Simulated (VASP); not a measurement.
A convergence study with VASP on Er (hcp): one setting is varied, all else stays as given below, so the limit is that of these other settings. Each run relaxes cell and ions; the cell shown is the tightest run's result. The basis is that of the starting cell, so low cut-offs carry a Pulay error.

```
Er
1.0
    1.79224    -3.10425     0.00000
    1.79224     3.10425     0.00000
    0.00000     0.00000     5.53508
Er
2
Direct
  0.33333   0.66667   0.25000
  0.66667   0.33333   0.75000
```

Level of theory: PBE GGA, VASP's PBE PAW potentials (set 64) (plane waves; VASP 6.6.1). The tightest run used: 700 eV cut-off, 10×10×6 Γ-centred mesh, first-order Methfessel-Paxton smearing of 0.10 eV, potentials Er_3.

The 4f electrons are frozen in the core of the lanthanide potential, so 4f levels, which can set the real gap, and their magnetism are missing.

The reference is ENCUT = 700, which took about 2 core-minutes. The timings are rough (shared machines, no repeats); factors under 2 mean little.

Q: Of the settings ENCUT = 150; ENCUT = 200; ENCUT = 250; ENCUT = 300; ENCUT = 350; ENCUT = 400; ENCUT = 450; ENCUT = 500; ENCUT = 550; ENCUT = 600; ENCUT = 650; ENCUT = 700, which is the lowest that keeps the difference from the reference in relaxed volume (Å³/atom) within 0.05 from there on, and what does it cost?

A: ENCUT = 250; its cost over the reference is about 1/4.
```
setting      difference in relaxed volume (Å³/atom)  cost over the reference
-----------  --------------------------------------  -----------------------
ENCUT = 150                                   0.470                about 1/8
ENCUT = 200                                   0.206                about 1/5
ENCUT = 250                                   0.033                about 1/4
ENCUT = 300                                   0.021                about 1/4
ENCUT = 350                                   0.012                about 1/2
ENCUT = 400                                   0.006                about 1/2
ENCUT = 450                                   0.005     within a factor of 2
ENCUT = 500                                   0.003     within a factor of 2
ENCUT = 550                                   0.001     within a factor of 2
ENCUT = 600                                   0.006     within a factor of 2
ENCUT = 650                                   0.007     within a factor of 2
ENCUT = 700                                   0.000                reference
```

Left out are rungs that failed or repeat a setting and relaxations that didn't move; long series are thinned to 24 rows.

The compound is Er in the hcp structure.
